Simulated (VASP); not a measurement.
A run of VASP 6.6.1:

The input POSCAR:

```
H22SO10
1.0
    7.1137870000      0.0000000000      0.0000000000
    0.0000000000      7.1137870000      0.0000000000
    0.0000000000      0.0000000000      7.1137870000
O H S
10 22 1
Direct
    0.9879407410      0.5950135982      0.7747490893
    0.3595693827      0.1999216451      0.3720100138
    0.2604941644      0.6480795672      1.0272587582
    0.0297591142      0.5358749144      0.3482252139
    0.5978250403      0.9166987991      0.8229090919
    0.3391583133      0.1932444702      0.8289818067
    0.6301285096      0.4985108494      0.2796400848
    0.9106963703      0.8624520245      0.1485565986
    0.4468927731      0.7788678520      0.5148312706
    0.6157339262      0.4646189154      0.8679624509
    1.0310963767      0.5614028084      0.6535197076
    0.8713783530      0.5253882355      0.8089783965
    0.4730110699      0.2760695534      0.3750885429
    0.3525970063      0.1668309720      0.2499512566
    0.1372264871      0.6218488127      0.9780725793
    0.2307772218      0.7329570031      1.1290329609
    0.0380809827      0.4085728178      0.4032451351
    0.1240970527      0.5248821760      0.2467883843
    0.5373509215      0.8527947210      0.7117727871
    0.7149356594      0.9520386258      0.7768717281
    0.2834777032      0.2419948756      0.7177752159
    0.4030905058      0.0813912477      0.7913225403
    0.7589628422      0.5094051874      0.2726395941
    0.5874648763      0.5010692617      0.1467572757
    0.8647011781      0.8498708213      0.0254997795
    0.9741506177      0.7372866238      0.1768678202
    0.4770314321      0.6636690134      0.4402858843
    0.4813610528      0.8757501455      0.4354502039
    0.5548802628      0.3520909468      0.8895262116
    0.4843271242      0.5457852477      0.8769309511
    0.9367303238     -0.0516461907      0.5767673393
    0.9110899722      0.1899269686      0.7246070201
    0.8798407937      0.1408110757      0.5423271740
```

The input INCAR.step1:

```
SYSTEM = H22SO10
ALGO = Normal
EDIFF = 1E-4
ENCUT = 520
GGA = PE
ISMEAR = -1
LASPH = .TRUE.
LCHARG = .FALSE.
LREAL = Auto
LWAVE = .TRUE.
NBANDS = 66
NELM = 80
PREC = Accurate
SIGMA = 0.02
```

Contents of INCAR.step2:

```
SYSTEM = H22SO10
ALGO = Normal
EDIFF = 1E-7
ENCUT = 520
ISIF = 2
ISMEAR = -1
ISTART = 1
IVDW = 12
LASPH = .TRUE.
LCHARG = .FALSE.
LMIXTAU = .TRUE.
LREAL = Auto
LWAVE = .FALSE.
METAGGA = R2SCAN
NBANDS = 66
NELM = 80
PREC = Accurate
SIGMA = 0.02
VDW_A1 = 0.49484001
VDW_A2 = 5.73083694
VDW_S6 = 1.0
VDW_S8 = 0.78981345
```

File KPOINTS:

```
k-points
0
G
  1 1 1
  0 0 0
```

Potentials or basis: VASP PAW PBE potentials, release 64 (O, H, S).

Command:

```sh
$ cat potpaw_PBE.64/O/POTCAR potpaw_PBE.64/H/POTCAR potpaw_PBE.64/S/POTCAR > POTCAR
$ cp INCAR.step1 INCAR
$ mpirun -np 1 vasp_gam > vasp.out
$ cp INCAR.step2 INCAR
$ mpirun -np 1 vasp_gam > vasp.out
```

Hardware: 1 thread of Intel(R) Xeon(R) 6975P-C (Granite Rapids), on a shared host.

Estimate the wall time of this run.

Run time: 110 s on 1 thread of Intel(R) Xeon(R) 6975P-C (Granite Rapids) (shared host), peak memory 0.43 GiB. Counts: scf iterations 14, k points 1.
